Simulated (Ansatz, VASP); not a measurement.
## Cross-check of Al36Ga11N48 (V_Ga) between VASP and Ansatz

Aim: how closely do two programs agree when they are given the same cell, functional and k mesh? The cell is taken from a series of runs on this material, whose earlier steps may have relaxed, scaled, displaced or heated it; both programs get it as it stands.

Method: plane waves, with VASP 6.6.1 beside it; single point at r2SCAN, in Ansatz 0.2.0.

### Step 1. Set-up

The cell holds 95 atoms: 36 Al, 11 Ga and 48 N. Its edges and angles: a = 10.087 Å, b = 9.390 Å, c = 10.836 Å, α = 90.0°, β = 90.0°, γ = 90.0°. It derives from Al3GaN4 (Al3GaN4 (Pm)). Nearest the centre at fractional (0.750, 0.667, 0.333): N82 at 2.08 Å, N90 at 2.08 Å, N88 at 2.11 Å, N91 at 2.12 Å, Al33 at 3.09 Å, Al32 at 3.09 Å, Al26 at 3.09 Å, N64 at 3.11 Å.

### Step 2. Ansatz: single point, r2SCAN

Ansatz runs on its default PAW (the set named soft_2) files.

A single point gives forces, pressure and levels at one fixed geometry, so differences don't come from the geometry; what else differs is listed under the comparison.

Contents of input.yaml:

```yaml
crystal:
  checkpoint: "../q0_M3.relax.run"
  host: checkpoint
basis:
  ecutwfc: 500
  xc_grid: 2
hamiltonian:
  xc: r2scan
kpoints:
  mp_grid: { grid: [1, 1, 1], shift: [0.25, 0.25, 0.25] }
magnetization:
  spin_polarized: true
  initial_magnetization: 3
  spin_locking: { lock_magnetization: hard }
scf:
  occupations: { method: fermi_dirac, width: 0.01 }
  max_iter: 100
output:
  forces: true
  eigenvalues: true
  charged_corrections:
    epsilon: [4.99, 4.79, 4.8]
    static_epsilon: [9.98, 8.63, 8.67]
    defect_position: [0.74971, 0.666667, 0.333101]
  eigenstates: { localisation: true }
  populations: true
  efg: {}
checkpoint:
  write: "../q0_M3.r2scan.run"
  compress: false
  write_wavefunctions: false
  write_every: 100000
```

Run with:

```bash
$ ansatz run input.yaml --threads 4 --pin off --max-ram 14131MiB --backend cpu --events-out ev --progress --plain --runs-dir out
```

Numbers of over 12 decimals in the logs are rounded to 6 here.

Log:

```text
Warning: This run holds its total moment fixed (magnetization.spin_locking.lock_magnetization: hard) and mixes its density by anderson or broyden (scf.mixing.algorithm, typed or taken by auto). Slabs with a fixed moment have converged under broyden above another state at the same moment, at the default mixing steps and at smaller ones, and under scf.lower_state_search: standard, light or off a state that such a mixer [...]
crystal.checkpoint: the structure is that of <dir>, a `relax` run, at its step 5: its result, under pbesol at a charge of 0 e; 95 atoms read, 4 with a starting moment; this deck's functional is r2scan; this run starts in the magnetic order that was found there; no density is read with it (checkpoint.read); crystal.structure_sha256 for this input is
Engine: ansatz 0.2.0, aarch64-unknown-linux-gnu
Pseudopotentials: kind: paw
Pseudopotential: Al, paw, valence charge 3, recommended cutoff 500 eV (meta_gga), Al.paw.azcp
Pseudopotential: Ga, paw, valence charge 13, recommended cutoff 500 eV (meta_gga), Ga.paw.azcp
Pseudopotential: N, paw, valence charge 5, recommended cutoff 500 eV (meta_gga), N.paw.azcp
Functional definition: r2SCAN
  parameter k0 = 0.174
  parameter k1 = 0.065
  parameter a1 = 4.9479
  exchange = r2scan_x(k0 = k0, k1 = k1, a1 = a1)
  correlation = r2scan_c
Crystal: 95 atoms, lattice volume = 1026.364 Å³
Basis set: ecut = 500 eV, 25977 PW (Γ), exchange–correlation on 150×144×160 points (8 copies of the dense FFT grid, shifted against one another)
Bands: 342, of which v1, the nominal top of the filled ones, is band 246 counted from 1 (245 counted from 0)
Symmetry: 1 space group operations
Space group: P1 (ITA 1), of the structure as read, at distance tolerance 1.0e-4 Å
Magnetic group: BNS 1.1 (UNI 1), of the structure as read, at distance tolerance 1.0e-4 Å
k-points: 1
Non-local potential: Al, projectors of the file, l = 0: 2, l = 1: 2, l = 2: 1
Non-local potential: Ga, projectors of the file, l = 0: 2, l = 1: 2, l = 2: 3, l = 3: 1
Non-local potential: N, projectors of the file, l = 0: 2, l = 1: 2, l = 2: 1
PAW form: soft (Blöchl's): semilocal exchange-correlation on the pseudo side does not see the compensation charge
PAW frozen core: Al, regenerated for the run's functional (the file was generated under x = pbe(κ = 0.804, μ = 0.219515), c = pbe(β = 0.066725))
PAW frozen core: Ga, regenerated for the run's functional (the file was generated under x = pbe(κ = 0.804, μ = 0.219515), c = pbe(β = 0.066725))
PAW frozen core: N, regenerated for the run's functional (the file was generated under x = pbe(κ = 0.804, μ = 0.219515), c = pbe(β = 0.066725))
PAW one-centre angular grid: Al, 302 points (default); XC on 160 Gauss nodes
PAW one-centre angular grid: Ga, 590 points (default); XC on 160 Gauss nodes
PAW one-centre angular grid: N, 302 points (default); XC on 160 Gauss nodes
Initial density: superposition of atomic densities (chi_scale 0.1, normalization cell, long waves kept (reshape's long-wave potential 0.33 eV rms))
Starting moments: Σ|m| = 3 μB on 4 of 95 sites
Initial wavefunctions: pseudopotential atomic-orbital guess
Functional: x = r2scan, c = r2scan; τ floored in thin density (d = 2e-4 eV/Å³)
SCF iter   1: F=—  HF=-79783.708263 eV  |F-HF|=—  |Δ(HF+E_count)|=         —  Δρ=6.53e-2 (↑6.39e-2 ↓6.53e-2)  dr2=1.86e2  dr2_τ=5.62e0  dr2_m=6.22e-1  M=3.000 μB ∫|m|=3.281 μB  β_m=1.20  ethr=3.10e-3  ⟨swp⟩=6.0  Hψ=2572  notcnv=0  defer=141
preconditioner: auto → Resta (q_TF=auto, 2.413 Å⁻¹)  ε∞=3.4  [insulator: Δε(μ)=0.753 eV  Ē_g=16.621 eV  σ=0.010 eV  W_gap=1.00  n_scr=248 (ndim 8)  ℏωp=25.7 eV  f_vac=0.000  D(μ)=0.00/eV (n_scr^D=0)  ε∞_Penn≈3.4]
spin=Collinear: Resta preconditioning applied to the charge; magnetization (m = ρ↑ − ρ↓) channel mixes plain (no charge-response kernel on spin).
SCF iter   2: F=—  HF=-79748.959260 eV  |F-HF|=—  |Δ(HF+E_count)|=    3.47e1  Δρ=3.57e-2 (↑3.57e-2 ↓3.57e-2)  dr2=5.60e1  dr2_τ=4.22e-1  dr2_m=2.14e-3  M=3.000 μB ∫|m|=3.432 μB  β_m=1.20  ethr=3.10e-3  ⟨swp⟩=3.0  Hψ=1295  notcnv=0  defer=185  κ⁻¹=1.0e0(r=1)
SCF iter   3: F=—  HF=-79743.425558 eV  |F-HF|=—  |Δ(HF+E_count)|=    5.53e0  Δρ=1.75e-2 (↑1.75e-2 ↓1.74e-2)  dr2=8.08e0  dr2_τ=7.39e-2  dr2_m=6.08e-3  M=3.000 μB ∫|m|=3.450 μB  β_m=1.20  ethr=3.10e-3  ⟨swp⟩=3.0  Hψ=1137  notcnv=0  defer=184  κ⁻¹=7.2e-2(r=2)
[...]
k-point 0 ↓: bands = [... 242 lower, 7.0836, 7.5513, 8.5069, 8.5889, 8.7928, 12.2628, 12.8290, 13.0757, ... 92 higher]
--- Löwdin populations: 95 sites ---
  site symbol       q [e]    m [muB]
     0     Al      1.8405    -0.0001
     1     Al      1.8395    -0.0031
     2     Al      1.8461     0.0000
     3     Ga     12.2011    -0.0007
     4      N      6.0027     0.0136
     5      N      6.0726     0.0011
     6      N      5.9392     0.0022
     7      N      6.0071     0.0018
     8     Al      1.8409    -0.0002
     9     Al      1.8385    -0.0002
    10     Al      1.8467    -0.0018
    11     Ga     12.2006    -0.0001
    12      N      6.0041     0.0007
    13      N      6.0716    -0.0004
    14      N      5.9391     0.0007
    15      N      6.0061     0.0008
    16     Al      1.8421    -0.0003
    17     Al      1.8411    -0.0153
    18     Al      1.8465    -0.0002
    19     Ga     12.2008    -0.0003
    20      N      6.0031     0.0116
    21      N      6.0717     0.0116
    22      N      5.9315     0.0329
    23      N      6.0070     0.0019
[...]
87     Al      1.8421    -0.0182
    88     Al      1.8377    -0.0003
    89     Al      1.8445    -0.0002
    90     Ga     12.1982    -0.0026
    91      N      6.0054    -0.0003
    92      N      6.0778    -0.0020
    93      N      5.9285     0.0409
    94      N      6.0108     0.0010
  spilling = 0.006114 (of n_electrons = 491.000000)
```

### Step 3. VASP: single point, r2SCAN

The same cell, functional, mesh and smearing now go to VASP, with its own data sets.

Lines of VASP's logs that name or quote its potential files are left out, and so is its time.

Contents of INCAR:

```
SYSTEM = Al36Ga11N48
PREC = Accurate
ENCUT = 580
EDIFF = 1E-06
NELM = 200
ISMEAR = -1
SIGMA = 0.01
LREAL = Auto
ALGO = Normal
METAGGA = R2SCAN
LASPH = .TRUE.
NBANDS = 312
ISPIN = 2
MAGMOM = -0 -0 0 -0 -0 -0 0 -0 -0 0 -0 -0 0 -0 -0 0 -0 -0 0 -0 -0 -0 0 -0 -0 -0 -0 -0 -0 -0 -0 -0 -0 -0 -0 -0 0 0 0 0 0 0 0 0 0 0 -0 0.01 0 0 0 0 -0 0 0 0.01 0.01 0.03 0 0 0.01 0 0 0.01 0.01 0.03 0.02 0 0.01 0 0 -0 0 0.07 -0 0 -0 0.01 0.03 -0 -0 0.48 0 0 -0 0.03 0.03 0.45 -0 0.5 0.48 -0 -0 0.03 0
LORBIT = 11
LWAVE = .FALSE.
LCHARG = .FALSE.
ISIF = 2
ISYM = 0
NUPDOWN = 3
GGA_COMPAT = .FALSE.
LMIXTAU = .TRUE.
NCORE = 2
```

Contents of POSCAR:

```
Al36Ga11N48
1.0
   10.0869203595      0.0000000000      0.0002527838
    0.0000000000      9.3901567821      0.0000000000
   -0.0064481587      0.0000000000     10.8360190400
Al Ga N
36 11 48
Direct
    0.2501893779      0.1664752961      0.0832225329
    0.0008076903      0.1664888313      0.4165813007
    0.0014769725      0.9997491586      0.1653778824
[... 4 atom lines left out ...]
    0.0019921537      0.5009862905      0.4161941685
    0.0014423232      0.3331649447      0.1653542926
[... 4 atom lines left out ...]
    0.0024812675      0.8318050242      0.4161731269
    0.0025169251      0.6664569644      0.1663090229
[... 2 atom lines left out ...]
    0.0011016454      0.6663616975      0.6657006723
[... 2 atom lines left out ...]
    0.5003710645      0.0001376238      0.1654676878
[... 3 atom lines left out ...]
    0.7491696586      0.4978122289      0.0840771528
    0.5031605086      0.4983771285      0.4180597749
    0.5003928209      0.3329157297      0.1655002212
    0.7487611881      0.5014608478      0.5848882412
[... 2 atom lines left out ...]
    0.7490379116      0.8353537457      0.0842409642
    0.5032024743      0.8346291580      0.4180525371
    0.5033644773      0.6665075168      0.1641820020
    0.7486236432      0.8311817302      0.5852095089
[... 1 atom line left out ...]
    0.5001574643      0.6664246137      0.6661728792
[... 6 atom lines left out ...]
    0.7487630136      0.9986749680      0.3304951728
[... 1 atom line left out ...]
    0.7488294564      0.3347818352      0.3306710599
[... 2 atom lines left out ...]
    0.0568896602      0.9997758662      0.3325033455
[... 7 atom lines left out ...]
    0.0568439636      0.3329716475      0.3324016145
    0.0628619691      0.4993053640      0.0832850441
    0.3137827720      0.4988728830      0.4202664121
[... 2 atom lines left out ...]
    0.0623056717      0.5001676334      0.5833037517
[... 2 atom lines left out ...]
    0.0580446015      0.6663926708      0.3325588660
    0.0629344668      0.8335837530      0.0833479942
    0.3137406416      0.8339531763      0.4201967429
    0.3129427655      0.6664596360      0.1619701625
[... 1 atom line left out ...]
    0.0623696839      0.8325910169      0.5832456973
[... 2 atom lines left out ...]
    0.5557656457      0.0005692363      0.3324488675
[... 2 atom lines left out ...]
    0.8124707467      0.0007445679      0.1622489742
[... 3 atom lines left out ...]
    0.8116876753      0.9995069382      0.6631328910
    0.5557251654      0.3323752518      0.3324954042
    0.5612099138      0.4988142320      0.0827661504
    0.8170962561      0.4870193099      0.4263397852
    0.8124232702      0.3323139455      0.1622364942
[... 1 atom line left out ...]
    0.5608604330      0.4996403327      0.5846487169
    0.8127730491      0.4990033465      0.9198358851
    0.8116146402      0.3329305810      0.6630246334
    0.5409024077      0.6665273785      0.3331385057
    0.5611791069      0.8342200740      0.0827467318
    0.8173576349      0.8463103945      0.4265322205
    0.8172826340      0.6666377813      0.1479651748
[... 1 atom line left out ...]
    0.5608586403      0.8332501185      0.5846498129
    0.8128820469      0.8336729990      0.9199898733
    0.8119937071      0.6663395948      0.6644171337
```

Contents of KPOINTS:

```
Points of the shifted mesh
1
Reciprocal
 0.2500000000  0.2500000000  0.2500000000 1
```

PAW data sets: Al, Ga_d and N (PBE family, release 64).

Run with:

```bash
$ mpirun -np 8 vasp_std
```

Log:

```text
[banner, memory and clock lines left out]
running    8 mpi-ranks, on    1 nodes
[...]
|                                                                             |
|               ----> ADVICE to this user running VASP <----                  |
|                                                                             |
|     You enforced a specific xc type in the INCAR file but a different       |
|     [... a line on the potential file left out ...]
|     I HOPE YOU KNOW WHAT YOU ARE DOING!                                     |
|                                                                             |

 LDA part: xc-table for (None), standard interpolation
 POSCAR, INCAR and KPOINTS ok, starting setup
[...]
entering main loop
       N       E                     dE             d eps       ncg     rms          rms(c)
DAV:   1     0.725665983071E+04    0.72567E+04   -0.19797E+05  1248   0.217E+03
DAV:   2     0.115623230101E+04   -0.61004E+04   -0.56892E+04  1256   0.637E+02
DAV:   3    -0.896999734661E+03   -0.20532E+04   -0.19100E+04  1784   0.268E+02
DAV:   4    -0.113481299891E+04   -0.23781E+03   -0.23422E+03  1776   0.979E+01
[...]
DAV:  26    -0.935858075477E+03   -0.25418E-05   -0.10702E-06   840   0.737E-03    0.228E-03
DAV:  27    -0.935858076795E+03   -0.13184E-05   -0.93343E-07   728   0.444E-03    0.119E-03
DAV:  28    -0.935858077279E+03   -0.48373E-06   -0.51741E-07   720   0.349E-03
   1 F= -.93585808E+03 E0= -.93585808E+03  d E =-.660522E-11  mag=     3.0000
```

OUTCAR, selected parts (step 3):

```text
  FREE ENERGIE OF THE ION-ELECTRON SYSTEM (eV)
  ---------------------------------------------------
  free  energy   TOTEN  =      -935.8580772789 eV

  energy  without entropy=     -935.8580772789  energy(sigma->0) =     -935.85807728

 magnetization (x)
# of ion       s       p       d       tot
------------------------------------------
    1       -0.000  -0.000   0.000  -0.000
    2       -0.000  -0.000   0.000  -0.001
    3       -0.000  -0.000   0.000  -0.000
    4       -0.000  -0.000   0.000  -0.000
    5       -0.000  -0.000   0.000  -0.000
    6       -0.000  -0.000   0.000  -0.000
    7        0.000   0.000   0.000   0.001
    8       -0.002  -0.003   0.000  -0.005
    9       -0.000  -0.000   0.000  -0.000
   10        0.000   0.001   0.000   0.001
   11       -0.000  -0.000   0.000  -0.000
   12       -0.000  -0.000   0.000  -0.000
   13        0.000   0.001   0.000   0.001
[...]
--------------------------------------------------
tot          0.068   2.019   0.027   2.114
```

The run ends at a pressure of -0.43 GPa, with forces up to 0.22 eV/Å.

### Step 4. Differences

Known differences besides the potentials themselves: VASP starts from the moments at which Ansatz ended; VASP keeps PBE cores, Ansatz makes them for the functional; the cutoff is 500 eV in Ansatz and 580 eV in VASP (PREC = Accurate, projectors in real space); site moments are counted in spheres of each program's own size. Total energies have different zeros and are not compared.

Both answers:

| quantity | Ansatz | VASP | difference |
| --- | --- | --- | --- |
| total moment, fixed by the input (μB) | 3.00 | 3.00 | 0.00 |
| moment on N90 (μB) | 0.50 | 0.48 | +0.02 |
| moment on N82 (μB) | 0.48 | 0.46 | +0.01 |
| moment on N91 (μB) | 0.48 | 0.46 | +0.01 |
| moment on N88 (μB) | 0.45 | 0.43 | +0.02 |
| moment on N74 (μB) | 0.07 | 0.06 | 0.00 |

Forces on 8 of the 95 atoms, those with the largest forces and the largest differences (eV/Å; atoms numbered as in POSCAR):

| atom | Ansatz x, y, z | VASP x, y, z |
| --- | --- | --- |
| N54 | 0.039, -0.001, 0.072 | 0.093, -0.002, 0.149 |
| N62 | 0.043, 0.003, 0.073 | 0.096, 0.003, 0.150 |
| N64 | -0.136, 0.000, -0.005 | -0.216, -0.001, -0.004 |
| N70 | 0.043, -0.004, 0.073 | 0.096, -0.004, 0.150 |
| N78 | 0.028, 0.008, 0.093 | 0.080, 0.009, 0.171 |
| N86 | 0.029, 0.020, 0.112 | 0.081, 0.018, 0.192 |
| N94 | 0.022, -0.012, 0.113 | 0.071, -0.011, 0.192 |
| N95 | 0.003, -0.002, -0.116 | 0.026, -0.002, -0.190 |

The forces differ by 28 meV/Å r.m.s., which is 44.6 % of the r.m.s. force of 0.064 eV/Å (both taken over all components).

### Step 5. What came out

```json
{
 "r.m.s. force difference (single point, r2SCAN)": "28 meV/Å"
}
```

The r.m.s. force difference is 28 meV/Å (single point, r2SCAN), beyond the 12 meV/Å picked in this series as the mark of a large difference. What causes the difference of the single point, r2SCAN pair stays open here. Such differences can come from data sets, numerical settings and the points named under the comparisons, not from the functional's error against experiment.

[Lines on the potential files, build, host, timing and source positions are cut from VASP's logs without a mark.]

[Logs are printed without paths, hosts, clocks, repeated set-up lines and the standing remarks that a program may print on its own settings, such as how far it seeks lower states.]

[Hosts, paths, dates, database ids (printed as entryN), source tags and the programs' standing remarks are cut or masked in the printed files.]
